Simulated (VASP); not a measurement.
Output of a VASP run:

### OSZICAR
```
       N       E                     dE             d eps       ncg     rms          rms(c)
DAV:   1     0.167994711254E+03    0.16799E+03   -0.97587E+03  1368   0.110E+03
DAV:   2    -0.194475266000E+01   -0.16994E+03   -0.16353E+03  1552   0.284E+02
DAV:   3    -0.228918876611E+02   -0.20947E+02   -0.20311E+02  1854   0.109E+02
DAV:   4    -0.235270888174E+02   -0.63520E+00   -0.63045E+00  1518   0.207E+01
DAV:   5    -0.235394468245E+02   -0.12358E-01   -0.12353E-01  1548   0.266E+00    0.269E+01
DAV:   6    -0.235934237342E+02   -0.53977E-01   -0.47517E+01  1784   0.127E+02    0.232E+01
DAV:   7    -0.192987804044E+02    0.42946E+01   -0.17471E+01  1498   0.888E+01    0.884E+00
DAV:   8    -0.192439737366E+02    0.54807E-01   -0.21324E+00  1526   0.117E+01    0.429E+00
DAV:   9    -0.194971975072E+02   -0.25322E+00   -0.14038E-01  2020   0.450E+00    0.268E+00
DAV:  10    -0.199250875646E+02   -0.42789E+00   -0.17071E-01  1562   0.431E+00    0.181E+00
DAV:  11    -0.201112074530E+02   -0.18612E+00   -0.59877E-02  1568   0.215E+00    0.100E+00
DAV:  12    -0.202079322903E+02   -0.96725E-01   -0.44444E-02  1614   0.118E+00    0.345E-01
DAV:  13    -0.202131782624E+02   -0.52460E-02   -0.32138E-03  1454   0.420E-01    0.141E-01
DAV:  14    -0.202134186376E+02   -0.24038E-03   -0.36886E-04  1534   0.195E-01    0.732E-02
DAV:  15    -0.202137972634E+02   -0.37863E-03   -0.42401E-05  1614   0.719E-02    0.287E-02
DAV:  16    -0.202139631920E+02   -0.16593E-03   -0.14412E-05  1688   0.379E-02    0.147E-02
DAV:  17    -0.202141013613E+02   -0.13817E-03   -0.45660E-06  1436   0.221E-02    0.974E-03
DAV:  18    -0.202142481679E+02   -0.14681E-03   -0.87707E-06  1430   0.148E-02    0.434E-03
DAV:  19    -0.202142961935E+02   -0.48026E-04   -0.11479E-06  1112   0.558E-03    0.257E-03
DAV:  20    -0.202143204552E+02   -0.24262E-04   -0.49905E-07  1098   0.373E-03    0.164E-03
DAV:  21    -0.202143314967E+02   -0.11042E-04   -0.36926E-07  1088   0.335E-03    0.822E-04
DAV:  22    -0.202143349819E+02   -0.34852E-05   -0.65131E-08  1026   0.231E-03    0.609E-04
DAV:  23    -0.202143394014E+02   -0.44194E-05   -0.10039E-07  1074   0.128E-03    0.501E-04
DAV:  24    -0.202143408665E+02   -0.14651E-05   -0.27030E-08   916   0.936E-04    0.328E-04
DAV:  25    -0.202143412663E+02   -0.39985E-06   -0.13068E-08   780   0.636E-04
   1 F= -.20214341E+02 E0= -.20206021E+02  d E =-.166403E-01  mag=    -0.0000
```

### OUTCAR
```
------------------------ aborting loop because EDIFF is reached ----------------------------------------
  FORCE on cell =-STRESS in cart. coord.  units (eV):
  Direction    XX          YY          ZZ          XY          YZ          ZX
  --------------------------------------------------------------------------------------
  Total        2.4500303      2.4500304      0.6860471      0.0000000     -0.0000000     -0.0000000
  in kB       40.9729647     40.9729672     11.4730767      0.0000000     -0.0000000     -0.0000000
  external PRESSURE =      31.1396695 kB  Pullay stress =       0.0000000 kB
  volume of cell :       95.80
      direct lattice vectors                 reciprocal lattice vectors
     2.618900000  0.000000000  0.000000000     0.381839704  0.220455249  0.000000000
    -1.309450000  2.268034000  0.000000000     0.000000000  0.440910498  0.000000000
     0.000000000  0.000000000 16.129324000     0.000000000  0.000000000  0.061998879
 POSITION                                       TOTAL-FORCE (eV/Angst)
 -----------------------------------------------------------------------------------
      0.00000      0.00000      8.06466         0.000000      0.000000      0.000000
     -0.00000      1.51202      9.12933         0.000000     -0.000000      0.565850
      1.30945      0.75601      7.00000        -0.000000      0.000000     -0.565850
 -----------------------------------------------------------------------------------
    total drift:                                0.000000      0.000000      0.000000
  FREE ENERGIE OF THE ION-ELECTRON SYSTEM (eV)
  ---------------------------------------------------
  free  energy   TOTEN  =       -20.2143412663 eV

  energy  without entropy=      -20.1977009868  energy(sigma->0) =      -20.20602113

 total charge

# of ion       s       p       d       tot
------------------------------------------
    1        1.261   2.460   0.000   3.720
    2        0.472   0.628   8.518   9.617
    3        0.472   0.628   8.518   9.617
--------------------------------------------------
tot          2.204   3.715  17.036  22.954

 magnetization (x)

# of ion       s       p       d       tot
------------------------------------------
    1       -0.000  -0.000   0.000  -0.000
    2       -0.000   0.000  -0.000  -0.000
    3       -0.000   0.000  -0.000  -0.000
--------------------------------------------------
tot         -0.000  -0.000  -0.000  -0.000
```
(Selected blocks of OUTCAR.)

POSCAR:
```
Ni2N
1
    2.6189000000     0.0000000000     0.0000000000
   -1.3094500000     2.2680340000     0.0000000000
    0.0000000000     0.0000000000    16.1293240000
N Ni
1 2
Direct
  0.0000000000   0.0000000000   0.5000000000
  0.3333330000   0.6666670000   0.5660080000
  0.6666670000   0.3333330000   0.4339920000
```

Problem. Reconstruct the remaining input files.

Solution. This is not unique; one that fits is the input of the run itself, LDA (Ceperley-Alder, Perdew-Zunger), plane waves, VASP's LDA PAW potentials (set 64).

### INCAR
```
SYSTEM = Ni2N
PREC = Accurate
ENCUT = 400
EDIFF = 1E-6
NELM = 100
ALGO = Normal
LREAL = .FALSE.
LASPH = .TRUE.
ISMEAR = 0
SIGMA = 0.136
LMAXMIX = 4
LWAVE = .FALSE.
LCHARG = .FALSE.
ISIF = 2
ISPIN = 2
MAGMOM = 0.0 2.0 2.0
LORBIT = 11
```

KPOINTS:
```
Automatic
0
gamma
  12 12 1
```

POTCAR, in this order: N Ni (LDA.64 set). Program: vasp_std.

At this cut-off the stress carries a Pulay error, which pulls relaxed volumes low. The cell holds a wide vacuum, so values per volume refer to the whole cell. The moments were started parallel, and other spin orders were not tried in this run.

The cell is a sheet with vacuum, built from a generated structure.
